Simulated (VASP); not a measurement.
VASP input:

**INCAR**
```
SYSTEM = NbRh
PREC = Accurate; ENCUT = 400; LREAL = .False.
LASPH = .True.
EDIFF = 1E-6; NELM = 100; ALGO = Normal
LMAXMIX = 4
ISMEAR = 0; SIGMA = 0.05
GGA = PE
ISIF = 2
LWAVE = .False.; LCHARG = .False.
```

KPOINTS:
```
Automatic
0
G
1 1 1
0 0 0
```

POSCAR:
```
NbRh
1
    2.8566700000     0.0000000000     0.0000000000
    0.0000000000     2.8566700000     0.0000000000
    0.0000000000     0.0000000000     3.8803700000
Nb Rh
1 1
Direct
  0.0000000000   0.0000000000   0.0000000000
  0.5000000000   0.5000000000   0.5000000000
```

POTCAR, in this order: Nb_sv Rh_pv (PBE.64 set). Program: vasp_std.

Question: Translate this PBE calculation to Quantum ESPRESSO's pw.x.

Answer: One equivalent input (not run):
```
&CONTROL
  calculation = 'scf'
  pseudo_dir = './pseudo'
  outdir = './out'
  tprnfor = .true.
  tstress = .true.
/
&SYSTEM
  ibrav = 0
  nat = 2
  ntyp = 2
  ecutwfc = 88
  occupations = 'smearing'
  smearing = 'gaussian'
  degauss = 0.003675
  input_dft = 'pbe'
/
&ELECTRONS
  conv_thr = 7.3e-08
  electron_maxstep = 100
/
ATOMIC_SPECIES
  Nb 92.906 Nb.upf
  Rh 102.906 Rh.upf
CELL_PARAMETERS angstrom
     2.8566700    0.0000000    0.0000000
     0.0000000    2.8566700    0.0000000
     0.0000000    0.0000000    3.8803700
ATOMIC_POSITIONS crystal
  Nb   0.0000000  0.0000000  0.0000000
  Rh   0.5000000  0.5000000  0.5000000
K_POINTS automatic
  1 1 1 0 0 0
```
The two are equivalent in intent, not identical: the potentials are each code's own (VASP's PAW set, PseudoDojo norm-conserving files in pw.x), so ENCUT and ecutwfc are chosen apart and not converted; conv_thr bounds pw.x's estimated SCF error, while EDIFF bounds the energy change between steps.

The structure comes from a computed database's NbRh entry (P4/mmm); how it stands against other phases isn't given here. The cell was not relaxed at this level. The k-mesh is coarse (spacing up to 2.20 per Å, 2π included), so the numbers may not be converged in it.
